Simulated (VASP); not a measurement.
Here is the system:

```xyz
2
Lattice="0.0000 3.0243 3.0243 3.0243 0.0000 3.0243 3.0243 3.0243 0.0000" Properties=species:S:1:pos:R:3 pbc="T T T"
Ga     0.0000     0.0000     0.0000
Sb     1.5122     1.5122     1.5122
```

These are r2SCAN+rVV10, VASP's PBE PAW potentials (set 64) (plane waves; VASP) values and carry that method's errors. Numerical set-up: 520 eV cut-off, 8×8×8 Γ-centred mesh, Gaussian smearing of 0.050 eV, potentials Ga_d Sb.

Unless said otherwise, spin-orbit coupling is left out, though it shifts the bands of the heavy elements here.

Problem. What does the run give for the energy per atom (σ→0), pressure, band gap (on the k-mesh) with the smallest direct gap where there is one?

Solution. 
- band gap (on the k-mesh) = 0.71 eV
- smallest direct gap (on the k-mesh) = 0.71 eV
- energy per atom (σ→0) = -18.485 eV/atom
- pressure = 1.86 GPa

The compound is GaSb in the zinc blende structure. This cell is one point of a volume scan, at 0.97 of the reference volume.
